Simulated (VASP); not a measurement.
A convergence study with VASP on K (bcc): one setting is varied, all else stays as given below, so the limit is that of these other settings. The cell's lengths are 1 % over those of the tabulated start, so it is off equilibrium.

```
K
1.0
   -2.66640     2.66640     2.66640
    2.66640    -2.66640     2.66640
    2.66640     2.66640    -2.66640
K
1
Cartesian
  0.00000   0.00000   0.00000
```

All values below come from PBE GGA, VASP's PBE PAW potentials (set 64) (plane waves; VASP). The tightest run used: 1000 eV cut-off, 11×11×11 Γ-centred mesh, first-order Methfessel-Paxton smearing of 0.10 eV, potentials K_sv.

```tsv
setting	E (eV/atom)	pressure (GPa)	plane waves
ENCUT = 150	-0.8884	-13.06	329
ENCUT = 200	-1.0472	-0.94	494
ENCUT = 250	-1.0459	-0.20	697
ENCUT = 300	-1.0468	-0.23	935
```

Question: These are the cheaper rows. Estimate the results at ENCUT = 1000, and how far the last row shown lies from them.

Answer: 
```json
[
 {"quantity": "E (eV/atom)", "tightest run": "-1.0486", "last row shown is off by": "0.0018"},
 {"quantity": "pressure (GPa)", "tightest run": "-0.10", "last row shown is off by": "-0.13"}
]
```

Left out are rungs that failed or repeat a setting and relaxations that didn't move; long series are thinned to 24 rows.

The compound is K in the bcc structure. The cell was not relaxed at this level.
